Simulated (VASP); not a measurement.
# A VASP study of Li2CoCl4 (optB86b-vdW + U): structure first, properties next

What structure and properties does optB86b-vdW + U give Li2CoCl4, and how near are they to the measured ones? The steps: relaxing cell and atoms (optB86b-vdW + U), second relaxation, single point with fields (optB86b-vdW + U), bands along the symmetry lines (optB86b-vdW + U), total and projected DOS (optB86b-vdW + U) and vibrations at Γ (optB86b-vdW + U). The start is a computed cell from the Materials Project.

Method: optB86b-vdW, DFT+U (Co d 3 eV), spin-polarised from a ferromagnetic start (one magnetic atom a cell); plane waves and PAW (Li_sv, Co, Cl), in the first sound run; inputs show where later runs differ, in VASP 6.6.1.

**Measured values to reproduce.**

“Zero-field magnetic structure and metamagnetic phase transitions of the cobalt chain compound Li2CoCl4” (2023, arxiv:2307.06899) reports for Li2CoCl4, low temperature orthorhombic, by neutron powder diffraction (powder from solidified melt, zero field, 3.5 K): lattice constant a 7.139 ± 0.0003 Å; lattice constant b 10.1899 ± 0.0005 Å; lattice constant c (c, along the cobalt chains) 3.5935 ± 0.0002 Å.

This is a report of a sequence of runs, with most program output left out.

**1. The structure**

Before any relaxation, the start is as follows. The structure is orthorhombic, space group Cmmm (No. 65). The conventional cell has a = 7.238 Å, b = 9.831 Å, c = 3.589 Å, α = 90.00°, β = 90.00°, γ = 90.00°. Li has 6 Cl at 2.46 to 2.55 Å nearest. Nearest to Co lie 6 Cl at 2.30 to 2.44 Å. Cl has 2 Co at 2.44 Å and 2 Li at 2.46 Å nearest. Nearest to Cl lie 1 Co at 2.30 Å and 4 Li at 2.55 Å. Farther neighbours and most contacts between anions are not listed.

As a file:

```xyz
7
Lattice="3.6192 -4.9156 0.0000 3.6192 4.9156 0.0000 0.0000 0.0000 3.5895" Properties=species:S:1:pos:R:3 pbc="T T T"
Li    1.8096   -2.4578    1.7947
Li    1.8096    2.4578    1.7947
Co    0.0000    0.0000    0.0000
Cl    5.5830    0.0000    1.7947
Cl    3.6192   -2.6197    0.0000
Cl    1.6554    0.0000    1.7947
Cl    3.6192    2.6197    0.0000
```

**2. Relaxing cell and atoms (optB86b-vdW + U)**

Properties are meant for the cell that this level of theory prefers, so cell and atoms are relaxed first (ISIF = 3) until forces and stress are small; EDIFFG sets the threshold. optB86b-vdW pairs nonlocal correlation with a less repulsive exchange of B86b form. LUSE_VDW switches on a nonlocal correlation term for dispersion. A Hubbard U penalises fractional filling of the localised shell, which semilocal functionals favour.

INCAR reads:

```
SYSTEM = Li2CoCl4
PREC = Accurate
ENCUT = 650
EDIFF = 1E-06
NELM = 100
ISMEAR = 0
SIGMA = 0.05
LREAL = .FALSE.
ALGO = Normal
GGA = MK
AGGAC = 0
LUSE_VDW = .TRUE.
PARAM1 = 0.1234
PARAM2 = 1
LASPH = .TRUE.
NBANDS = 34
ISPIN = 2
MAGMOM = 0 0 2 0 0 0 0
LDAU = .TRUE.
LDAUTYPE = 2
LDAUL = -1 2 -1
LDAUU = 0 3 0
LDAUJ = 0 0 0
LDAUPRINT = 1
LMAXMIX = 4
LORBIT = 11
LWAVE = .FALSE.
LCHARG = .FALSE.
KPAR = 4
IBRION = 2
NSW = 60
ISIF = 3
EDIFFG = -0.01
```

POSCAR reads:

```
Li2CoCl4
1.0
    3.6192217400     -4.9155678900      0.0000000000
    3.6192217400      4.9155678900      0.0000000000
    0.0000000000      0.0000000000      3.5894800800
Li Co Cl
2 1 4
Direct
    0.5000000000      0.0000000000      0.5000000000
    0.0000000000      0.5000000000      0.5000000000
    0.0000000000      0.0000000000      0.0000000000
    0.7713001700      0.7713001700      0.5000000000
    0.7664696000      0.2335304000      0.0000000000
    0.2286998300      0.2286998300      0.5000000000
    0.2335304000      0.7664696000      0.0000000000
```

KPOINTS reads:

```
Automatic mesh
0
Gamma
4 4 6
0 0 0
```

PAW data sets: Li_sv, Co and Cl (PBE family, release 64).

On the command line:

```console
$ mpirun -np 4 vasp_std
```

Run time: 35 min. Hardware: 4 MPI ranks of Intel Xeon Platinum 8488C (Sapphire Rapids), shared host; peak memory 3.8 GiB; 2.3 h of CPU time.

The cell holds one magnetic atom, so no antiferromagnetic order fits into it. Experiment finds antiferromagnetic order in this phase (below 6.8 K, arxiv:2307.06899), so this ferromagnetic run describes another state. The gap is read on the k-mesh alone, so it is an upper bound where the band edges lie off the mesh. Direct gaps are counted within one spin. The valence top and the conduction bottom belong to opposite spins. The PAW data sets were made with PBE, which is usual practice but a small mismatch for other functionals. The run keeps the 8 symmetry operations of its start, so it cannot find a distortion of lower symmetry.

The steps of the relaxation:

| step | energy less that of the first step (eV) | largest force (eV/Å) | pressure (GPa) | volume (Å³) |
| --- | --- | --- | --- | --- |
| 1 | 0.0000 | 0.9353 | 2.52 | 127.72 |
| 2 | -0.1426 | 0.1801 | -0.55 | 133.06 |
| 3 | -0.1451 | 0.0838 | -0.97 | 133.99 |
| 4 | -0.1630 | 0.0583 | -0.46 | 132.18 |
| 5 | -0.1685 | 0.1274 | 0.02 | 130.68 |
| 6 | -0.1685 | 0.1365 | 0.05 | 130.53 |
| 7 | -0.1704 | 0.0822 | -0.04 | 130.40 |
| 8 | -0.1712 | 0.0306 | -0.16 | 130.25 |
| 9 | -0.1719 | 0.0191 | -0.04 | 129.67 |
| 10 | -0.1720 | 0.0160 | 0.11 | 129.03 |
| 11 | -0.1720 | 0.0158 | 0.12 | 129.15 |
| 12 | -0.1720 | 0.0168 | 0.06 | 129.41 |
| 13 | -0.1720 | 0.0170 | 0.07 | 129.29 |
| 14 | -0.1720 | 0.0174 | 0.10 | 129.22 |
| 15 | -0.1723 | 0.0132 | 0.00 | 129.27 |
| 16 | -0.1723 | 0.0139 | 0.01 | 129.28 |
| 17 | -0.1723 | 0.0186 | -0.02 | 129.30 |
| 18 | -0.1723 | 0.0137 | 0.00 | 129.29 |
| 19 | -0.1724 | 0.0095 | 0.02 | 129.30 |

| conventional cell, symmetrised | before | after | change |
| --- | --- | --- | --- |
| a (Å) | 7.238 | 7.138 | -1.4 % |
| b (Å) | 9.831 | 10.289 | +4.7 % |
| c (Å) | 3.589 | 3.521 | -1.9 % |
| volume (Å³/atom) | 18.25 | 18.47 | +1.2 % |

The atoms that moved most (Å, as changes of fractional coordinates times the final cell):

| atom | dx | dy | dz | length |
| --- | --- | --- | --- | --- |
| Cl5 | 0.000 | 0.074 | 0.000 | 0.074 |
| Cl7 | 0.000 | -0.074 | 0.000 | 0.074 |
| Cl6 | 0.051 | 0.000 | 0.000 | 0.051 |
| Cl4 | -0.051 | 0.000 | 0.000 | 0.051 |

The relaxed structure:

```cif
data_structure
_symmetry_space_group_name_H-M 'P 1'
_symmetry_Int_Tables_number 1
_cell_length_a 6.2613
_cell_length_b 6.2613
_cell_length_c 3.5211
_cell_angle_alpha 90.000
_cell_angle_beta 90.000
_cell_angle_gamma 110.504
_cell_volume 129.30
loop_
_atom_site_label
_atom_site_type_symbol
_atom_site_fract_x
_atom_site_fract_y
_atom_site_fract_z
_atom_site_occupancy
Li1 Li 0.50000 0.00000 0.50000 1
Li2 Li 0.00000 0.50000 0.50000 1
Co3 Co 0.00000 0.00000 0.00000 1
Cl4 Cl 0.76421 0.76421 0.50000 1
Cl5 Cl 0.75923 0.24077 0.00000 1
Cl6 Cl 0.23579 0.23579 0.50000 1
Cl7 Cl 0.24077 0.75923 0.00000 1
```

A gap read on the k-mesh alone can miss the band edges.

This step gave:

```
electrons                                         : 43
bands                                             : 34
irreducible k-points                              : 28
symmetry operations                               : 8
free energy (TOTEN)                               : -15.49 eV
Fermi energy                                      : 1.921 eV
pressure                                          : 0.01814 GPa
moment of the cell, from the last line of the log : 3 μB
metallic                                          : no
valence top at k                                  : 0, 0, 0
conduction bottom at k                            : 0.5, 0.5, 0
least direct gap on the k-mesh, within one spin   : 1.969 eV
SCF cycles over all ionic steps                   : 143
gap on the k-mesh                                 : 1.698 eV
```

Spin moment in the PAW sphere by atom:

| atom | spin moment in the PAW sphere (μB) |
| --- | --- |
| Li1 | 0.00 |
| Li2 | 0.00 |
| Co3 | 2.63 |
| Cl4 | 0.10 |
| Cl5 | 0.03 |
| Cl6 | 0.10 |
| Cl7 | 0.03 |

It ends with a largest force of 0.010 eV/Å and a pressure of 0.02 GPa.

**3. Second relaxation**

The basis stayed that of the start cell while the cell moved. A rerun from the cell reached resets it; the error of the finite cutoff stays.

INCAR is that of step 2.

POSCAR reads:

```
Li2CoCl4
1.0
    3.5687714550     -5.1447352170      0.0000000000
    3.5687714550      5.1447352170      0.0000000000
    0.0000000000      0.0000000000      3.5211212731
Li Co Cl
2 1 4
Direct
    0.5000000000      0.0000000000      0.5000000000
    0.0000000000      0.5000000000      0.5000000000
    0.0000000000      0.0000000000      0.0000000000
    0.7642055908      0.7642055908      0.5000000000
    0.7592310627      0.2407689373      0.0000000000
    0.2357944092      0.2357944092      0.5000000000
    0.2407689373      0.7592310627      0.0000000000
```

KPOINTS is that of step 2.

On the command line:

```console
$ mpirun -np 4 vasp_std
```

Wall time 15 min (4 MPI ranks); peak memory 3.9 GiB.

Relaxation path:

| step | energy less that of the first step (eV) | largest force (eV/Å) | pressure (GPa) | volume (Å³) |
| --- | --- | --- | --- | --- |
| 1 | 0.0000 | 0.0101 | 0.02 | 129.30 |
| 2 | 0.0000 | 0.0105 | 0.00 | 129.35 |
| 3 | -0.0001 | 0.0110 | -0.01 | 129.50 |
| 4 | 0.0000 | 0.0124 | -0.08 | 129.80 |
| 5 | -0.0001 | 0.0118 | -0.05 | 129.58 |
| 6 | -0.0001 | 0.0109 | -0.02 | 129.55 |
| 7 | -0.0001 | 0.0054 | -0.02 | 129.52 |

| conventional cell, symmetrised | before | after | change |
| --- | --- | --- | --- |
| a (Å) | 7.138 | 7.138 | +0.0 % |
| b (Å) | 10.289 | 10.309 | +0.2 % |
| c (Å) | 3.521 | 3.520 | -0.0 % |
| volume (Å³/atom) | 18.47 | 18.50 | +0.2 % |

The relaxed structure:

```
Li Co Cl
1.0
     3.56899   -5.15428    0.00000
     3.56899    5.15428    0.00000
     0.00000    0.00000    3.52042
Li Co Cl
2 1 4
Direct
  0.50000 0.00000 0.50000
  0.00000 0.50000 0.50000
  0.00000 0.00000 0.00000
  0.76432 0.76432 0.50000
  0.75960 0.24040 0.00000
  0.23568 0.23568 0.50000
  0.24040 0.75960 0.00000
```

Numbers from this step:

```
Fermi energy                                    : 1.896 eV
pressure                                        : -0.01545 GPa
valence top at k                                : 0.5, 0.5, 0.5
least direct gap on the k-mesh, within one spin : 1.971 eV
SCF cycles over all ionic steps                 : 52
gap on the k-mesh                               : 1.706 eV
```

It ends with a largest force of 0.005 eV/Å and a pressure of -0.02 GPa.

**4. Single point with fields (optB86b-vdW + U)**

A single point on the relaxed cell gives a clean self-consistent state, with density, ELF and potential written out.

INCAR, as its differences from that of step 3:

```diff
@@ -27,7 +27,5 @@
 LWAVE = .FALSE.
-LCHARG = .FALSE.
-KPAR = 4
-IBRION = 2
-NSW = 60
-ISIF = 3
-EDIFFG = -0.01
+LCHARG = .TRUE.
+ISIF = 2
+LELF = .TRUE.
+LVHAR = .TRUE.
```

POSCAR reads:

```
Li2CoCl4
1.0
    3.5689865333     -5.1542821204      0.0000000000
    3.5689865333      5.1542821204      0.0000000000
    0.0000000000      0.0000000000      3.5204224441
Li Co Cl
2 1 4
Direct
    0.5000000000      0.0000000000      0.5000000000
    0.0000000000      0.5000000000      0.5000000000
    0.0000000000      0.0000000000      0.0000000000
    0.7643172705      0.7643172705      0.5000000000
    0.7595997191      0.2404002809      0.0000000000
    0.2356827295      0.2356827295      0.5000000000
    0.2404002809      0.7595997191      0.0000000000
```

KPOINTS is that of step 3.

On the command line:

```console
$ mpirun -np 4 vasp_std
```

Elapsed: 2.4 min, on 4 MPI ranks; peak memory 1.7 GiB.

With spin, VASP writes an ELF for each channel.

Numbers from this step:

```
SCF cycles   : 16
bands        : 36
Fermi energy : 1.834 eV
pressure     : -0.002075 GPa
```

Valence electrons inside each PAW sphere by angular momentum. Sphere charges, by row:

| atom | s (e) | p (e) | d (e) | tot (e) |
| --- | --- | --- | --- | --- |
| Li1 | 2.008 | 0.041 | 0 | 2.049 |
| Li2 | 2.008 | 0.041 | 0 | 2.049 |
| Co3 | 0.291 | 0.319 | 7.102 | 7.712 |
| Cl4 | 1.603 | 3.537 | 0 | 5.14 |
| Cl5 | 1.597 | 3.573 | 0 | 5.17 |
| Cl6 | 1.603 | 3.537 | 0 | 5.14 |
| Cl7 | 1.597 | 3.573 | 0 | 5.17 |

Spin density in the ab plane of the conventional cell at fractional z = 0.500, with atoms of Li and Cl within 0.2 Å of it.

Values in e/Å³, 13 rows by 16 columns, each cell a mean:
```
-0.001  0.004  0.028  0.020  0.003  0.015  0.006  0.002  0.001  0.004  0.012  0.010  0.006  0.034  0.011 -0.001
-0.001  0.000  0.001  0.001 -0.001  0.000  0.001  0.000  0.000  0.001  0.000 -0.001  0.000  0.002  0.000 -0.001
 0.000  0.000  0.000  0.000  0.000  0.000  0.000  0.000  0.000  0.000  0.000  0.000  0.000  0.000  0.000  0.000
 0.000  0.000  0.000  0.000 -0.001  0.000  0.000  0.000  0.000  0.000  0.000  0.000 -0.001  0.000  0.000  0.000
 0.000  0.000  0.000 -0.001  0.000  0.000  0.000  0.000  0.000  0.000  0.000  0.000 -0.001  0.000  0.000  0.000
 0.001  0.003  0.006  0.003  0.004  0.020  0.006 -0.001 -0.001  0.002  0.016  0.013  0.000  0.007  0.004  0.001
 0.002  0.006  0.022  0.022  0.004  0.054  0.017 -0.001 -0.002  0.006  0.045  0.027  0.006  0.029  0.010  0.003
 0.001  0.002  0.003  0.001  0.003  0.011  0.003 -0.001 -0.001  0.001  0.009  0.007 -0.001  0.003  0.002  0.001
 0.000  0.000  0.000  0.000  0.000  0.000  0.000  0.000  0.000  0.000  0.000  0.000  0.000  0.000  0.000  0.000
 0.000  0.000  0.000  0.000 -0.001  0.000  0.000  0.000  0.000  0.000  0.000  0.000 -0.001  0.000  0.000  0.000
 0.000  0.000  0.000  0.000  0.000  0.000  0.000  0.000  0.000  0.000  0.000  0.000  0.000  0.000  0.000  0.000
-0.001  0.000  0.003  0.002 -0.001  0.001  0.001  0.001  0.001  0.001  0.001 -0.001  0.000  0.004  0.001 -0.001
-0.002  0.005  0.037  0.024  0.004  0.023  0.008  0.002  0.002  0.005  0.017  0.016  0.005  0.045  0.014 -0.001
```
Columns run along a (7.1 Å), rows up along b (10.3 Å), edges of the conventional cell, whose origin can differ from the input's. Atoms in or near the plane, at fractional coordinates: Li at (0.25, 0.75), Li at (0.75, 0.25), Li at (0.25, 0.25), Li at (0.75, 0.75), Cl at (0.26, 0.50), Cl at (0.76, 0.00), Cl at (0.24, 0.00), Cl at (0.74, 0.50).

Valence density in the ab plane of the conventional cell at fractional z = 0.500, with atoms of Li and Cl within 0.2 Å of it. It is the smooth field of the valence electrons, not physical close to the nuclei.

Values in e/Å³, 13 rows by 16 columns, each cell a mean:
```
0.1 0.3 1.0 1.3 1.4 0.9 0.2 0.0 0.0 0.1 0.6 1.3 1.3 1.2 0.5 0.1
0.0 0.1 0.2 0.3 0.3 0.1 0.1 0.0 0.0 0.0 0.1 0.2 0.3 0.2 0.1 0.0
0.1 0.0 0.1 1.1 1.8 0.2 0.0 0.0 0.0 0.0 0.1 1.1 1.8 0.2 0.0 0.1
0.1 0.0 0.1 2.4 4.0 0.4 0.1 0.1 0.1 0.1 0.1 2.4 4.0 0.4 0.0 0.1
0.0 0.0 0.1 0.1 0.1 0.1 0.1 0.0 0.0 0.0 0.1 0.1 0.1 0.1 0.0 0.0
0.0 0.1 0.4 1.0 1.2 0.9 0.3 0.1 0.1 0.2 0.7 1.2 1.2 0.6 0.2 0.0
0.0 0.2 0.8 1.5 0.9 1.5 0.7 0.2 0.1 0.4 1.3 1.1 1.3 1.3 0.3 0.1
0.0 0.1 0.3 0.7 0.9 0.6 0.2 0.1 0.1 0.2 0.5 0.9 0.9 0.4 0.1 0.0
0.0 0.0 0.0 0.1 0.1 0.1 0.0 0.0 0.0 0.0 0.1 0.1 0.1 0.1 0.0 0.0
0.1 0.1 0.1 3.1 5.1 0.5 0.1 0.1 0.1 0.1 0.1 3.1 5.1 0.5 0.1 0.1
0.0 0.0 0.1 0.4 0.7 0.1 0.0 0.0 0.0 0.0 0.0 0.4 0.7 0.1 0.0 0.0
0.0 0.1 0.3 0.5 0.5 0.2 0.1 0.0 0.0 0.0 0.2 0.4 0.5 0.3 0.1 0.1
0.1 0.4 1.2 1.2 1.3 1.1 0.3 0.1 0.0 0.1 0.7 1.5 1.1 1.4 0.6 0.2
```
Columns run along a (7.1 Å), rows up along b (10.3 Å), edges of the conventional cell, whose origin can differ from the input's. Atoms in or near the plane, at fractional coordinates: Li at (0.25, 0.75), Li at (0.75, 0.25), Li at (0.25, 0.25), Li at (0.75, 0.75), Cl at (0.26, 0.50), Cl at (0.76, 0.00), Cl at (0.24, 0.00), Cl at (0.74, 0.50).

Electrostatic potential energy in the ab plane of the conventional cell at fractional z = 0.500, with atoms of Li and Cl within 0.2 Å of it. With pseudopotentials it is smooth inside the atoms' cores, unlike the true potential.

Ten even steps from '_' (-84 eV) to '@' (6 eV), each cell a mean:
```
@@@@%%--____==%%@@@@@@@@@@**..__..**@@@@
@@@@@@%%****%%@@@@@@@@@@@@@@##++##@@@@@@
@@@@@@@@@@@@@@@@@@@@@@@@@@@@@@@@@@@@@@@@
@@@@@@@@@@@@@@@@@@@@@@@@@@@@@@@@@@@@@@@@
@@@@@@@@%%##%%@@@@@@@@@@@@@@%%##%%@@@@@@
@@@@@@%%++--##@@@@@@@@@@@@%%++--##@@@@@@
@@@@@@%%**++##@@@@@@@@@@@@%%**++##@@@@@@
@@@@@@@@@@%%@@@@@@@@@@@@@@@@@@%%@@@@@@@@
@@@@@@@@@@@@@@@@@@@@@@@@@@@@@@@@@@@@@@@@
@@@@@@@@@@%%@@@@@@@@@@@@@@@@%%@@@@@@@@@@
@@@@@@%%++--==%%@@@@@@@@@@**----**@@@@@@
@@@@@@**______++@@@@@@@@%%::____--%%@@@@
@@@@@@**..__..**@@@@@@@@%%--____==%%@@@@
@@@@@@@@##++##@@@@@@@@@@@@%%****%%@@@@@@
@@@@@@@@@@@@@@@@@@@@@@@@@@@@@@@@@@@@@@@@
@@@@@@@@@@@@@@@@@@@@@@@@@@@@@@@@@@@@@@@@
@@@@@@@@%%##%%@@@@@@@@@@@@@@%%##%%@@@@@@
@@@@@@%%++--##@@@@@@@@@@@@%%++--##@@@@@@
@@@@@@%%**++##@@@@@@@@@@@@%%**++##@@@@@@
@@@@@@@@@@%%@@@@@@@@@@@@@@@@@@%%@@@@@@@@
@@@@@@@@@@@@@@@@@@@@@@@@@@@@@@@@@@@@@@@@
@@@@@@@@%%@@@@@@@@@@@@@@@@@@@@%%@@@@@@@@
@@@@@@**----**@@@@@@@@@@@@%%++--==%%@@@@
@@@@%%::____--%%@@@@@@@@@@**______++@@@@
```
Columns run along a (7.1 Å; values clipped at the 3rd and 97th percentile), rows up along b (10.3 Å), edges of the conventional cell, whose origin can differ from the input's. Atoms in or near the plane, at fractional coordinates: Li at (0.25, 0.75), Li at (0.75, 0.25), Li at (0.25, 0.25), Li at (0.75, 0.75), Cl at (0.26, 0.50), Cl at (0.76, 0.00), Cl at (0.24, 0.00), Cl at (0.74, 0.50).

In this run the pressure is 0.00 GPa, small enough to go on.

(Continued in part 2 of 2.)

[Lines on the potential files, build, host, timing and source positions are cut from VASP's logs without a mark.]

[Logs are printed without paths, hosts, clocks, repeated set-up lines and the standing remarks that a program may print on its own settings, such as how far it seeks lower states.]

[Hosts, paths, dates, database ids (printed as entryN), source tags and the programs' standing remarks are cut or masked in the printed files.]

[Measured values are set beside computed ones only where the two were judged alike; some that the calculation misses by far are left out.]

[In band tables of VASP the shares of atoms and orbitals are scaled to a sum of 1 inside the atoms' spheres.]
